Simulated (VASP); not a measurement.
## LiMgBN2: single point with PBE

Crystal: LiMgBN2.

```
CELL_PARAMETERS angstrom
-1.90966 1.90966 4.44352
1.90966 -1.90966 4.44352
1.90966 1.90966 -4.44352
ATOMIC_POSITIONS crystal
Li 0.25000 0.75000 0.50000
Mg 0.75000 0.25000 0.50000
B 0.50000 0.50000 0.00000
N 0.65126 0.65126 0.00000
N 0.34874 0.34874 0.00000
```

The cell comes from a database or a generator and needn't be the stable form of this composition.

```yaml
Program: VASP 6.6.1
Task: single point
Functional: PBE
Potentials_or_basis: VASP PAW PBE potentials, release 64 (Li_sv, Mg, B, N)
Cutoff: 520 eV
k_mesh: 10 × 10 × 10
Occupations: gaussian, width 0.05 eV
Spin: no spin polarisation
```

```json
{
 "Largest force": "0.056 eV/Å",
 "Band gap on the k mesh": "2.60 eV, indirect (least direct gap 3.54 eV)"
}
```

Forces on the atoms (eV/Å):
```
Li   0.000  0.000  0.000
Mg   0.000  0.000  0.000
B    0.000  0.000  0.000
N    0.000  0.000  0.056
N    0.000  0.000 -0.056
```

Levels at points of the mesh, in eV from the valence-band top:
| k point | band 7 | band 8 | band 9 | band 10 | band 11 | band 12 |
| --- | --- | --- | --- | --- | --- | --- |
| (0.00, 0.00, 0.00) | -2.12 | -1.35 | -1.35 | 2.60 | 6.07 | 7.84 |
| (0.50, 0.00, 0.00) | -2.37 | -1.11 | -0.63 | 5.33 | 5.71 | 7.09 |
| (0.50, 0.50, 0.00) | -2.96 | -1.91 | -0.44 | 5.10 | 5.65 | 6.71 |
| (0.50, 0.50, 0.50) | -2.91 | 0.00 | 0.00 | 3.54 | 6.33 | 6.56 |

Run time: 6.3 min on 1 thread of AMD EPYC 7R13 Processor (Zen 3), on a shared host, peak memory 0.3 GiB.

 A k mesh can miss the band edges.
